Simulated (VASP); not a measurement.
AlP (zinc blende), at 0.96 of the tabulated volume:

```
AlP
1.0
    0.00000     2.69310     2.69310
    2.69310     0.00000     2.69310
    2.69310     2.69310     0.00000
Al P
1 1
Cartesian
  0.00000   0.00000   0.00000
  1.34655   1.34655   1.34655
```

The lowest empty band near X, direction along the valley's axis, from mBJ (TB09) with spin-orbit coupling in VASP (PAW); its two spin partners are averaged. The gap over the points computed is 2.30 eV, and the next band on that side lies 0.84 eV away at the edge.

Run with 400 eV cut-off, 10×10×10 Γ-centred mesh, Gaussian smearing of 0.050 eV, potentials Al P.

```
distance from the edge in k (1/Å)  distance in energy (meV)
---------------------------------  ------------------------
0.025                                                   3.0
0.035                                                   5.8
0.050                                                  11.7
0.070                                                  22.8
```

Problem. Fit E(1 + αE) = ħ²k²/2m* (ħ²/2m0 = 3.810 eV Å²) and predict the row at 0.095 1/Å.

Solution. The rows don't resolve α, so a parabola serves: the electron mass is m* = 0.817 m0, and so 42.1 meV. The run gave 41.7 meV, -0.4 meV from the fit.

Left out are points under 3 meV from the edge, since the levels carry 0.1 meV, and points farther than half the way to the next band.

The compound is AlP in the zinc blende structure. The cell was not relaxed at this level.
